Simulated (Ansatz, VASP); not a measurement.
# Cross-check of HfC between VASP and Ansatz

One calculation is typed for both programs; each brings its own data sets. How far apart do they land? The cell is taken from a series of runs on this material, whose earlier steps may have relaxed, scaled, displaced or heated it; both programs get it as it stands.

Main program and level: Ansatz 0.2.0; plane waves, with VASP 6.6.1 beside it; LDA.

### Step 1. Set-up

Symmetry: R-3m, No. 166, trigonal system. Conventional cell: a = 3.298 Å, b = 3.298 Å, c = 7.828 Å, α = 90.00°, β = 90.00°, γ = 120.00°. C has 6 Hf at 2.31 Å nearest. Hf has 6 C at 2.31 Å nearest. Farther neighbours are not listed.

As a file:

```
C Hf
1.0
    -0.04821    2.28389    2.28389
     2.28389   -0.04821    2.28389
     2.28389    2.28389   -0.04821
C Hf
1 1
Cartesian
  0.0000 0.0000 0.0000
  2.2598 2.2598 2.2598
```

### Step 2. VASP: zone-centre phonons, LDA

Second derivatives magnify differences that forces hide, and they need a tight electronic threshold.

Lines of VASP's logs that name or quote its potential files are left out, and so is its time.

Input file INCAR:

```
SYSTEM = HfC
PREC = Accurate
ENCUT = 600
EDIFF = 1E-08
NELM = 120
ISMEAR = 1
SIGMA = 0.2
LREAL = .FALSE.
ALGO = Normal
GGA = PW92
NBANDS = 13
LASPH = .TRUE.
LORBIT = 11
LWAVE = .FALSE.
LCHARG = .FALSE.
ISIF = 2
IBRION = 8
GGA_COMPAT = .FALSE.
KPAR = 2
```

Input file POSCAR:

```
HfC
1.0
   -0.0482116358      2.2838884149      2.2838884149
    2.2838884149     -0.0482116358      2.2838884149
    2.2838884149      2.2838884149     -0.0482116358
C Hf
1 1
Direct
    0.0000000000      0.0000000000      0.0000000000
    0.5000000000      0.5000000000      0.5000000000
```

Input file KPOINTS:

```
Automatic mesh
0
Gamma
16 16 16
0 0 0
```

The projector-augmented-wave data sets are C and Hf_pv (LDA family, release 64).

Run with:

```
> mpirun -np 2 vasp_std
```

Numbers of over 12 decimals in the logs are rounded to 6 here.

Log:

```text
[banner, memory and clock lines left out]
running    2 mpi-ranks, on    1 nodes
 distrk:  each k-point on    1 cores,    2 groups
 distr:  one band on    1 cores,    1 groups

 POSCAR found type information on POSCAR C Hf
 POSCAR found :  2 types and       2 ions
|                                                                             |
|               ----> ADVICE to this user running VASP <----                  |
|                                                                             |
|     You enforced a specific xc type in the INCAR file but a different       |
|     [... a line on the potential file left out ...]
|     I HOPE YOU KNOW WHAT YOU ARE DOING!                                     |
|                                                                             |

 LDA part: xc-table for (Slater(with rela. corr.)+PW92), standard interpolation
 POSCAR, INCAR and KPOINTS ok, starting setup
 FFT: planning ... GRIDC
 FFT: planning ... GRID_SOFT
 FFT: planning ... GRID
 WAVECAR not read
 entering main loop
       N       E                     dE             d eps       ncg     rms          rms(c)
DAV:   1     0.239014573836E+02    0.23901E+02   -0.85806E+03 10850   0.118E+03
DAV:   2    -0.242688965861E+02   -0.48170E+02   -0.45092E+02 13586   0.221E+02
DAV:   3    -0.260196353411E+02   -0.17507E+01   -0.17408E+01 13699   0.300E+01
DAV:   4    -0.260299506552E+02   -0.10315E-01   -0.10303E-01 11974   0.274E+00
DAV:   5    -0.260300237517E+02   -0.73096E-04   -0.73095E-04 13816   0.212E-01    0.602E+01
DAV:   6    -0.229686377274E+02    0.30614E+01   -0.14139E+01 12567   0.197E+01    0.430E+01
DAV:   7    -0.228882348708E+02    0.80403E-01   -0.65633E-01 12552   0.560E+00    0.253E+01
DAV:   8    -0.228722865546E+02    0.15948E-01   -0.75245E-02 13282   0.208E+00    0.611E+00
DAV:   9    -0.228652800481E+02    0.70065E-02   -0.31912E-02 12887   0.948E-01    0.193E+00
DAV:  10    -0.228647775913E+02    0.50246E-03   -0.19711E-03 13111   0.322E-01    0.685E-02
DAV:  11    -0.228647766680E+02    0.92330E-06   -0.86753E-05 12872   0.826E-02    0.658E-02
DAV:  12    -0.228647764270E+02    0.24104E-06   -0.20350E-06 13817   0.118E-02    0.342E-02
DAV:  13    -0.228647760957E+02    0.33131E-06   -0.81279E-07 13127   0.488E-03    0.173E-03
DAV:  14    -0.228647760953E+02    0.40291E-09   -0.30154E-08 12532   0.144E-03
   1 F= -.22864776E+02 E0= -.22864806E+02  d E =0.906431E-04
 Linear response reoptimize wavefunctions to high precision
DAV:   1    -0.228647760950E+02    0.27012E-09   -0.60877E-10  9189   0.226E-04
DAV:   2    -0.228647760950E+02    0.68212E-11   -0.77987E-11  6721   0.817E-05
 Linear response DOF=           2
 Linear response progress:
  Degree of freedom:   1/  2
       N       E                     dE             d eps       ncg     rms          rms(c)
RMM:   1    -0.122970991983E+00   -0.12297E+00    0.21950E-02 63203   0.192E+00
RMM:   2    -0.118351769205E+00    0.46192E-02   -0.35306E-03 45765   0.362E-01    0.433E-01
RMM:   3    -0.118684985600E+00   -0.33322E-03   -0.70334E-04 42047   0.151E-01    0.223E-01
RMM:   4    -0.119620803273E+00   -0.93582E-03   -0.42717E-04 42715   0.113E-01    0.369E-02
RMM:   5    -0.119615825584E+00    0.49777E-05   -0.11278E-05 47364   0.247E-02    0.109E-02
RMM:   6    -0.119615021779E+00    0.80381E-06   -0.41105E-07 51127   0.423E-03    0.478E-03
RMM:   7    -0.119603435570E+00    0.11586E-04   -0.95250E-08 50070   0.209E-03    0.296E-03
RMM:   8    -0.119606998546E+00   -0.35630E-05   -0.95451E-09 52547   0.727E-04    0.293E-04
RMM:   9    -0.119606316515E+00    0.68203E-06    0.13570E-08 55659   0.139E-04    0.239E-04
RMM:  10    -0.119606315588E+00    0.92691E-09   -0.46789E-09 56064   0.326E-05    0.539E-05
 first order change of Fermi-energy  -0.68502E-03
 force on displaced ion       1 direction 1 :  -7.789   0.377   0.377
 Linear response progress:
  Degree of freedom:   2/  2
       N       E                     dE             d eps       ncg     rms          rms(c)
RMM:   1    -0.213072473953E+00   -0.21307E+00    0.37205E+00 31569   0.118E+01
RMM:   2    -0.209359168072E+00    0.37133E-02   -0.30636E-02 44031   0.127E+00    0.548E-01
RMM:   3    -0.208705723619E+00    0.65344E-03   -0.99179E-04 55236   0.150E-01    0.215E-01
RMM:   4    -0.208251997005E+00    0.45373E-03   -0.80207E-05 59811   0.503E-02    0.139E-01
RMM:   5    -0.207835838121E+00    0.41616E-03   -0.30651E-05 59840   0.357E-02    0.137E-02
RMM:   6    -0.207829038191E+00    0.67999E-05   -0.25490E-06 60550   0.101E-02    0.573E-03
RMM:   7    -0.207840330652E+00   -0.11292E-04   -0.86412E-07 64543   0.258E-03    0.626E-03
RMM:   8    -0.207841595245E+00   -0.12646E-05   -0.33275E-06 64347   0.593E-04    0.104E-03
RMM:   9    -0.207841885542E+00   -0.29030E-06   -0.22535E-06 66686   0.275E-04    0.597E-05
RMM:  10    -0.207842160032E+00   -0.27449E-06   -0.14094E-06 64849   0.983E-05    0.880E-05
RMM:  11    -0.207842212422E+00   -0.52390E-07   -0.69284E-07 69682   0.394E-05    0.859E-05
RMM:  12    -0.207842230115E+00   -0.17693E-07   -0.35629E-07 63919   0.191E-05    0.909E-06
RMM:  13    -0.207842237229E+00   -0.71133E-08   -0.18995E-07 58204   0.116E-05    0.139E-06
RMM:  14    -0.207842237575E+00   -0.34674E-09   -0.10596E-07 47632   0.810E-06    0.947E-06
RMM:  15    -0.207842240400E+00   -0.28248E-08   -0.56320E-08 45095   0.646E-06    0.462E-06
 first order change of Fermi-energy   0.84653E-03
 force on displaced ion       2 direction 1 :  -7.792   0.377   0.377
 Linear response finished
```

Parts of OUTCAR (step 2):

```text
ion  position               nearest neighbor table
   1  0.000  0.000  0.000-   2 2.31   2 2.31   2 2.31   2 2.31   2 2.31   2 2.31
   2  0.500  0.500  0.500-   1 2.31   1 2.31   1 2.31   1 2.31   1 2.31   1 2.31

  LATTYP: Found a trigonal (rhomboedric) cell.
 ALAT       =     3.2302657701
 COS(alpha) =     0.4787838715

 Subroutine GETGRP returns: Found 12 space group operations
 (whereof 12 operations were pure point group operations)

The static configuration has the point symmetry D_3d.

 Found    417 irreducible k-points:

   k-points           NKPTS =    417   k-points in BZ     NKDIM =    417   number of bands    NBANDS=     13

   dimension x,y,z NGX =    28 NGY =   28 NGZ =   28
   dimension x,y,z NGXF=    56 NGYF=   56 NGZF=   56

   ENCUT  =  600.0 eV  44.10 Ry    6.64 a.u.   6.45  6.45  6.45*2*pi/ulx,y,z

   NELECT =      14.0000    total number of electrons

 k-points in reciprocal lattice and weights: Automatic mesh
   0.00000000  0.00000000  0.00000000       0.000
   0.06250000  0.00000000  0.00000000       0.001
   0.12500000  0.00000000  0.00000000       0.001
   0.18750000  0.00000000  0.00000000       0.001
   0.25000000  0.00000000  0.00000000       0.001
   0.31250000 -0.00000000 -0.00000000       0.001
   0.37500000  0.00000000  0.00000000       0.001
   0.43750000  0.00000000  0.00000000       0.001
   0.50000000  0.00000000  0.00000000       0.001
[...]
-0.43750000  0.50000000  0.43750000       0.001
   0.50000000  0.50000000  0.50000000       0.000

 average (electrostatic) potential at core
       1 -51.7348       2 -35.4954

  Total       -1.0455458     -1.0455458     -1.0455458      0.5283904      0.5283904      0.5283904
  in kB      -68.1494921    -68.1494921    -68.1494921     34.4408986     34.4408986     34.4408986
  external PRESSURE =     -68.1494921 kB  Pullay stress =       0.0000000 kB

  energy-cutoff  :      600.00
  volume of cell :       24.58
      direct lattice vectors                 reciprocal lattice vectors
    -0.048211636  2.283888415  2.283888415    -0.212111972  0.216686097  0.216686097
     2.283888415 -0.048211636  2.283888415     0.216686097 -0.212111972  0.216686097
     2.283888415  2.283888415 -0.048211636     0.216686097  0.216686097 -0.212111972

 POSITION                                       TOTAL-FORCE (eV/Angst)
 -----------------------------------------------------------------------------------
      0.00000      0.00000      0.00000        -0.000000      0.000000     -0.000000
      2.25978      2.25978      2.25978         0.000000     -0.000000      0.000000
 -----------------------------------------------------------------------------------
    total drift:                                0.000000      0.000000      0.000000

 Eigenvectors and eigenvalues of the dynamical matrix
 ----------------------------------------------------

   1 f  =   13.317258 THz    83.674800 2PiTHz  444.215911 cm-1    55.075729 meV
             X         Y         Z           dx          dy          dz
      0.000000  0.000000  0.000000     0.786294   -0.324088   -0.462206
      2.259783  2.259783  2.259783    -0.204012    0.084088    0.119924

   2 f  =   13.317258 THz    83.674800 2PiTHz  444.215911 cm-1    55.075729 meV
             X         Y         Z           dx          dy          dz
      0.000000  0.000000  0.000000    -0.079743    0.720822   -0.641080
      2.259783  2.259783  2.259783     0.020690   -0.187025    0.166335

   3 f  =   12.361496 THz    77.669571 2PiTHz  412.335128 cm-1    51.123017 meV
             X         Y         Z           dx          dy          dz
      0.000000  0.000000  0.000000     0.558850    0.558850    0.558850
      2.259783  2.259783  2.259783    -0.144981   -0.144981   -0.144981

   4 f/i=    0.000237 THz     0.001487 2PiTHz    0.007892 cm-1     0.000978 meV
             X         Y         Z           dx          dy          dz
      0.000000  0.000000  0.000000    -0.144981   -0.144981   -0.144981
      2.259783  2.259783  2.259783    -0.558850   -0.558850   -0.558850

   5 f/i=    0.000654 THz     0.004109 2PiTHz    0.021814 cm-1     0.002705 meV
             X         Y         Z           dx          dy          dz
      0.000000  0.000000  0.000000     0.125460    0.077738   -0.203199
      2.259783  2.259783  2.259783     0.483545    0.299616   -0.783161

   6 f/i=    0.000654 THz     0.004109 2PiTHz    0.021814 cm-1     0.002705 meV
             X         Y         Z           dx          dy          dz
      0.000000  0.000000  0.000000    -0.162199    0.189752   -0.027552
      2.259783  2.259783  2.259783    -0.625142    0.731333   -0.106191

 ELASTIC MODULI CONTR FROM IONIC RELAXATION (kBar)
 Direction    XX          YY          ZZ          XY          YZ          ZX
 --------------------------------------------------------------------------------
 XX           0.0000      0.0000      0.0000      0.0000      0.0000      0.0000
 YY           0.0000      0.0000      0.0000      0.0000      0.0000      0.0000
 ZZ           0.0000      0.0000      0.0000      0.0000      0.0000      0.0000
 XY           0.0000      0.0000      0.0000      0.0000      0.0000      0.0000
 YZ           0.0000      0.0000      0.0000      0.0000      0.0000      0.0000
 ZX           0.0000      0.0000      0.0000      0.0000      0.0000      0.0000
 --------------------------------------------------------------------------------
```

### Step 3. Ansatz: zone-centre phonons, LDA

Ansatz runs on its PAW soft_1 files.

The same cell, functional (in two slightly different forms), mesh and smearing now go to Ansatz, which takes its cutoff from its data sets.

Input file input.yaml:

```yaml
crystal:
  lattice:
    - [-0.0482116358, 2.2838884149, 2.2838884149]
    - [2.2838884149, -0.0482116358, 2.2838884149]
    - [2.2838884149, 2.2838884149, -0.0482116358]
  atoms:
    - { symbol: C, position: [0.0, 0.0, 0.0] }
    - { symbol: Hf, position: [0.5, 0.5, 0.5] }
kpoints:
  mp_grid: { grid: [16, 16, 16] }
hamiltonian:
  xc: lda
  pseudopotentials: { kind: paw, azcp: { folder: soft_1 }, xc_functional: pbe }
scf:
  occupations: { method: methfessel_paxton, width: 0.2 }
output:
  eigenvalues: true
phonons:
  method: dfpt
```

Run with:

```
> ansatz run input.yaml --threads 4 --pin off --max-ram 10240MiB --backend cpu --events-out ev --progress --plain --runs-dir out
```

Log:

```text
Engine: ansatz 0.2.0, aarch64-unknown-linux-gnu
Pseudopotentials: kind: paw
Pseudopotential: C, paw, valence charge 4, recommended cutoff 420 eV (normal), soft_1/C.paw.azcp
Pseudopotential: Hf, paw, valence charge 26, recommended cutoff 420 eV (normal), soft_1/Hf.paw.azcp
Functional definition: SPW92
  exchange = slater_x
  correlation = pw_c
Crystal: 2 atoms, lattice volume = 24.581 Å³
Basis set: ecut = 420 eV, 501 PW (Γ), exchange–correlation on 48×48×48 points (8 copies of the dense FFT grid, shifted against one another)
Bands: 19, of which v1, the nominal top of the filled ones, is band 15 counted from 1 (14 counted from 0)
Symmetry: 12 space group operations
k-points: 1098 of 4096 (irreducible under 2 space group operations, time reversal used)
Non-local potential: C, projectors of the file, l = 0: 2, l = 1: 2, l = 2: 1
Non-local potential: Hf, projectors of the file, l = 0: 3, l = 1: 2, l = 2: 2, l = 3: 3
PAW form: soft (Blöchl's): semilocal exchange-correlation on the pseudo side does not see the compensation charge
PAW frozen core: C, regenerated for the run's functional, and the local potential with it (the file was generated under x = pbe(κ = 0.804, μ = 0.219515), c = pbe(β = 0.066725))
PAW frozen core: Hf, regenerated for the run's functional, and the local potential with it (the file was generated under x = pbe(κ = 0.804, μ = 0.219515), c = pbe(β = 0.066725))
PAW one-centre angular grid: C, 110 points (default); XC on 64 Gauss nodes
PAW one-centre angular grid: Hf, 590 points (default); XC on 64 Gauss nodes
Initial density: superposition of atomic densities (chi_scale 0.1, normalization cell, long waves kept (reshape's long-wave potential 0.00 eV rms))
Initial wavefunctions: pseudopotential atomic-orbital guess
Functional: x = slater, c = lda
SCF iter   1: F=—  HF=-15723.101456 eV  |F-HF|=—  |Δ(HF+E_count)|=         —  Δρ=8.87e-2  dr2=2.65e0  ethr=3.10e-3  ⟨swp⟩=4.9  Hψ=90979  notcnv=0
preconditioner: auto → Kerker (q_TF=auto, 2.820 Å⁻¹)  [metal: Δε(μ)=0.016 eV  Ē_g=17.672 eV  σ=0.200 eV  W_gap=0.07  n_scr=14 (ndim 8)  ℏωp=39.6 eV  f_vac=0.000  D(μ)=0.19/eV (n_scr^D=0)]
SCF iter   2: F=—  HF=-15722.544881 eV  |F-HF|=—  |Δ(HF+E_count)|=   5.57e-1  S|Δr|=    0.00e0  Δρ=3.19e-2  dr2=2.49e-1  ethr=3.10e-3  ⟨swp⟩=2.1  Hψ=36375  notcnv=0  defer=5
SCF iter   3: F=—  HF=-15722.488495 eV  |F-HF|=—  |Δ(HF+E_count)|=   5.64e-2  S|Δr|=    0.00e0  Δρ=1.39e-2  dr2=2.95e-2  ethr=8.29e-4  ⟨swp⟩=2.0  Hψ=36916  notcnv=0  defer=1
SCF iter   4: F=—  HF=-15722.481034 eV  |F-HF|=—  |Δ(HF+E_count)|=   7.46e-3  S|Δr|=    0.00e0  Δρ=7.70e-3  dr2=7.10e-3  ethr=9.84e-5  ⟨swp⟩=2.1  Hψ=37247  notcnv=0  defer=2
SCF iter   5: F=—  HF=-15722.480361 eV  |F-HF|=—  |Δ(HF+E_count)|=   6.73e-4  S|Δr|=    0.00e0  Δρ=1.53e-3  dr2=3.12e-4  ethr=2.37e-5  ⟨swp⟩=2.1  Hψ=31684  notcnv=0
SCF iter   6: F=—  HF=-15722.480286 eV  |F-HF|=—  |Δ(HF+E_count)|=   7.43e-5  S|Δr|=    0.00e0  Δρ=2.70e-4  dr2=1.82e-5  ethr=1.04e-6  ⟨swp⟩=2.9  Hψ=38092  notcnv=0
SCF iter   7: F=—  HF=-15722.480292 eV  |F-HF|=—  |Δ(HF+E_count)|=   5.82e-6  S|Δr|=    0.00e0  Δρ=7.47e-5  dr2=1.03e-6  ethr=6.07e-8  ⟨swp⟩=2.3  Hψ=38301  notcnv=0
SCF iter   8: F=—  HF=-15722.480290 eV  |F-HF|=—  |Δ(HF+E_count)|=   1.69e-6  S|Δr|=    0.00e0  Δρ=1.35e-5  dr2=2.40e-8  ethr=3.43e-9  ⟨swp⟩=2.6  Hψ=38734  notcnv=0
SCF iter   9: F=—  HF=-15722.480290 eV  |F-HF|=—  |Δ(HF+E_count)|=   1.42e-8  S|Δr|=    0.00e0  Δρ=2.52e-6  dr2=8.45e-10  ethr=7.99e-11  ⟨swp⟩=2.7  Hψ=39155  notcnv=0
SCF iter  10: F=—  HF=-15722.480290 eV  |F-HF|=—  |Δ(HF+E_count)|=   1.47e-9  S|Δr|=    0.00e0  Δρ=3.59e-7  dr2=2.53e-11  ethr=2.82e-12  ⟨swp⟩=3.1  Hψ=42500  notcnv=0
SCF iter  11: F=-15722.480290 eV  HF=-15722.480290 eV  |F-HF|=1.82e-12  |Δ(HF+E_count)|=    0.00e0  S|Δr|=    0.00e0  Δρ=4.74e-8  dr2=4.41e-13  ethr=1.00e-12  ⟨swp⟩=7.7  Hψ=124244  notcnv=0
SCF 1 converged in 11 iterations: F = -15722.480290 eV  dr2 = 4.41e-13
  greatest PAW one-centre occupation: 0.998 electrons in one spin orbital (limit 2), on the Hf atom at site 1 (counted from 0), in its partial waves of l = 3
DFPT response loops at Γ: preconditioner auto → Kerker (q_TF=auto, 2.820 Å⁻¹) (partly filled bands, converged f_vac=0.000); β = 1.00, the filter's whole step (`scf.mixing.beta` (0.50) is not read by the response loops under this deck's `scf.mixing.preconditioner`; to damp them name `kerker` or `kerker_dos`, under which they read `scf.mixing.beta`, and type it under 1.00, their step now; both keys bind the ground state too); Broyden in place of MSR1
SCF converged after 11 iterations
Stability not checked: this state was not tested for a lower state beside it, because cold or Methfessel-Paxton smearing, or corrected tetrahedra, fill the levels in a way that the test cannot read (fill_not_monotonic; see scf.lower_state_search)
Free energy (F): -15722.480290 eV
Harris-Foulkes:  -15722.480290 eV  (|F-HF|=1.82e-12)
Internal energy: -15722.480389 eV  (E = F + TS)
E sigma→0 (E₀):  -15722.480315 eV
Entropy (-TS):   0.000098 eV (0.049 meV/atom)
Fermi energy:    18.694580 eV
--- Per-component energies (eV) ---
  E_band       = 70.097632
  E_kinetic    = 494.984231
  E_local      = -6180.886486  (includes V_loc(G=0)·N_el)
  E_nonlocal   = 99.197074
  E_hartree    = 3024.487052
  E_xc         = -312.185514
  E_vxc        = -314.226502  (∫ρ·V_xc dr)
  E_paw        = -7548.105071  (= ΣΔE_a)
  E_vpaw       = -77.944878  (= ΣTr[D̂ρ^β])
  E_aug_tail   = 0.000116  (compensation charges beyond the density's cutoff)
  E_ewald      = -5302.491712
  E_core_change = 2.519920  (= ΣΔE_core)
  E_smearing   = 0.000098  (= −TS)
  E_closure    = 0.000000  (closes the sum)
  Σ components = -15722.480290   (vs F -15722.480290, Δ=0.00e0)
--- Band table (eV; the first three rows and the last of 1098) ---
  k-point 0: bands = [... 11 lower, 7.7497, 19.7096, 19.7096, 19.8020, 19.8020, 19.9046, 20.2639, 22.0604]
  k-point 1: bands = [... 11 lower, 7.7496, 18.8658, 19.1023, 19.3469, 20.1040, 20.3493, 20.5764, 22.5668]
  k-point 2: bands = [... 11 lower, 7.7499, 17.8123, 18.2763, 18.5312, 20.4400, 20.7159, 21.0182, 23.6519]
  k-point 1097: bands = [... 11 lower, 10.6007, 12.4622, 15.3955, 15.3955, 24.1549, 24.1549, 24.5877, 25.2827]
--- Phonons (Γ-DFPT): 2 representative perturbations + reference, on 1098 of 4096 k-points (Σ response iterations 6) ---
  k mesh reduced under 2 symmetry operations, with k and −k counted as one. Each operation leaves every solved perturbation unchanged. A smaller set is not used because it would not reduce the number of displacements times k-points to solve
  ASR residual: 1.623e-5 → 0.000e0 eV/Å²; symmetrization residual: 6.107e-7 eV/Å²
  ASR residual per site (eV/Å²): 5.55e-6 1.62e-5
  Γ frequencies (cm⁻¹): 0.00 0.00 0.00 414.75 445.74 445.74
  non-analytic LO–TO correction: not included (Born effective charges unavailable; polar crystals: no LO–TO splitting at Γ)
```

### Step 4. Differences

Known differences besides the potentials themselves: the data sets hold 30 valence electrons in Ansatz (on its PAW soft_1 files) and 14 in VASP; the cutoff is 420 eV in Ansatz and 600 eV in VASP; VASP's log shows a relativistic correction to its local exchange, Ansatz's none. Total energies have different zeros and are not compared.

Both answers:

| quantity | Ansatz | VASP | difference |
| --- | --- | --- | --- |
| optical mode 1 (cm⁻¹) | 414.8 | 412.3 | +0.59 % |
| optical mode 2 to 3 (cm⁻¹) | 445.7 | 444.2 | +0.34 % |

Modes are paired by rising frequency, not by their patterns, so a pair may set unlike modes beside each other; they are those without the splitting of longitudinal modes.

### Step 5. Summary of results

| Property | Result |
| --- | --- |
| r.m.s. difference of the optical zone-centre modes, each program's sorted by frequency (zone-centre phonons, LDA) | 1.9 cm⁻¹ |
| difference in optical mode 1 (zone-centre phonons, LDA) | +0.6 % |

**Reading.** The r.m.s. difference of the optical zone-centre modes, each program's sorted by frequency is 1.9 cm⁻¹ (zone-centre phonons, LDA). The data sets hold unlike numbers of valence electrons (30 in Ansatz and 14 in VASP), so part of the differences may come from the potentials. Among the rows given in per cent, the largest difference of the zone-centre phonons, LDA pair is in optical mode 1, +0.6 %. Such differences can come from data sets, numerical settings and the points named under the comparisons, not from the functional's error against experiment.

[Lines on the potential files, build, host, timing and source positions are cut from VASP's logs without a mark.]

[Logs are printed without paths, hosts, clocks, repeated set-up lines and the standing remarks that a program may print on its own settings, such as how far it seeks lower states.]

[Hosts, paths, dates, database ids (printed as entryN), source tags and the programs' standing remarks are cut or masked in the printed files.]
